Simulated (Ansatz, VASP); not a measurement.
## BaB12 in VASP and in Ansatz

```
Ba B
1.0
     0.00000    3.87724    3.87724
     3.87724    0.00000    3.87724
     3.87724    3.87724    0.00000
Ba B
1 12
Direct
  0.00000 0.00000 0.00000
  0.83251 0.16749 0.50000
  0.16749 0.83251 0.50000
  0.50000 0.83251 0.16749
  0.16749 0.50000 0.50000
  0.50000 0.50000 0.83251
  0.50000 0.50000 0.16749
  0.50000 0.83251 0.50000
  0.16749 0.50000 0.83251
  0.83251 0.50000 0.50000
  0.50000 0.16749 0.50000
  0.83251 0.50000 0.16749
  0.50000 0.16749 0.83251
```

Change from the starting cell: species swapped into the NdB12 type (Fm-3m, No. 225).

Alike in both runs: functional PBE; k mesh 8 × 8 × 8; occupations gaussian, width 0.1 eV; no spin polarisation.

Ansatz relaxed the structure, and its values are those at the end. VASP's run is a single point on that final structure, the one shown.

|  | VASP | Ansatz |
| --- | --- | --- |
| version | VASP 6.6.1 | Ansatz 0.2.0 |
| potentials or method | VASP PAW PBE potentials, release 64 (Ba_sv, B) | scalar-relativistic, plane waves, PAW |
| plane-wave cutoff (eV) | 520 | 420 |
| valence electrons in the cell | 46 | 46 |

|  | VASP | Ansatz | Ansatz less VASP |
| --- | --- | --- | --- |
| gap on the k mesh at the Fermi level (eV) | none | none | - |
| pressure (GPa) | 1.0 | 0.0 | -1.01 |
| rms of the force components (eV/Å) | 0.004 | 0.002 | -0.0019 |

A gap of «none» marks a metal or a gap that the smearing closes.

The runs have no spin-orbit coupling, so splittings on Ba are missing.
